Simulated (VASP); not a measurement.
All values below come from revTPSS meta-GGA, VASP's PBE PAW potentials (set 64) (plane waves; VASP).

VASP input:

KPOINTS:
```
Automatic
0
Gamma
13 13 7
```

File POSCAR:
```
Mg
1
    1.5658473324    -2.7121275757     0.0000000000
    1.5658473324     2.7121275757     0.0000000000
    0.0000000000     0.0000000000     5.0006000270
Mg
2
Direct
  0.3333330000   0.6666670000   0.2500000000
  0.6666670000   0.3333330000   0.7500000000
```

### INCAR
```
SYSTEM = Mg
PREC = Accurate
ENCUT = 520
EDIFF = 1E-7
NELM = 100
ALGO = Normal
LREAL = .FALSE.
LASPH = .TRUE.
ISMEAR = 1
SIGMA = 0.1
METAGGA = RTPSS
LMIXTAU = .TRUE.
LWAVE = .FALSE.
LCHARG = .FALSE.
ISIF = 4
IBRION = 2
NSW = 30
EDIFFG = -0.01
```

POTCAR, in this order: Mg (PBE.64 set). Program: vasp_std.

Task: Estimate the energy per atom (σ→0), band gap (on the k-mesh).

Result: 
- energy per atom (σ→0): -3.041 eV/atom
- band gap (on the k-mesh): none (metal, semimetal or under 0.01 eV)

OSZICAR:
```
...
       N       E                     dE             d eps       ncg     rms          rms(c)
DAV:   1    -0.608120888618E+01   -0.52640E-03   -0.35636E-03  1350   0.346E-01    0.192E-02
DAV:   2    -0.608119991964E+01    0.89665E-05   -0.21630E-05  1122   0.345E-02    0.116E-02
DAV:   3    -0.608119499876E+01    0.49209E-05   -0.73245E-06  1188   0.158E-02    0.344E-04
DAV:   4    -0.608119476628E+01    0.23249E-06   -0.14194E-07  1176   0.394E-03    0.130E-04
DAV:   5    -0.608119500157E+01   -0.23529E-06   -0.22689E-07  1020   0.369E-03    0.244E-04
DAV:   6    -0.608119500620E+01   -0.46353E-08   -0.36418E-08   558   0.116E-03
   3 F= -.60811950E+01 E0= -.60813065E+01  d E =-.188378E-02
```

The compound is Mg in the hcp structure. This cell is one point of a volume scan, at 0.94 of the reference volume. Symmetry was kept, so distortions that lower it aren't found.
